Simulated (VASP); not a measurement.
F4S, in a box:

```
F S
1.0
    12.00000    0.00000    0.00000
     0.00000   11.00000    0.00000
     0.00000    0.00000   12.00000
F S
4 1
Direct
  0.45029 0.45106 0.58746
  0.62512 0.42979 0.53068
  0.37705 0.46476 0.41821
  0.53044 0.57403 0.44280
  0.50239 0.43930 0.46947
```

Program: VASP 6.6.1. Alike in all runs: no spin polarisation; cell as given; k mesh 1 × 1 × 1; smearing gaussian 0.01 eV.

Q: Order these runs on this cell by their band gap on the k mesh, lowest first.
A. level HSE06+D3(BJ); potentials or basis VASP PAW PBE potentials, release 64 (F, S); cutoff (eV) 520; grid for exact exchange (PRECFOCK) Fast; screening parameter 0.2 1/A
B. level PBE0+TS; potentials or basis VASP PAW PBE potentials, release 64 (F_h, S_h); cutoff (eV) 900; grid for exact exchange (PRECFOCK) Normal; exchange at q = 0 default
C. level PBE+TS; potentials or basis VASP PAW PBE potentials, release 64 (F, S); cutoff (eV) 520

A: C (5.27 eV), A (7.11 eV), B (7.90 eV).

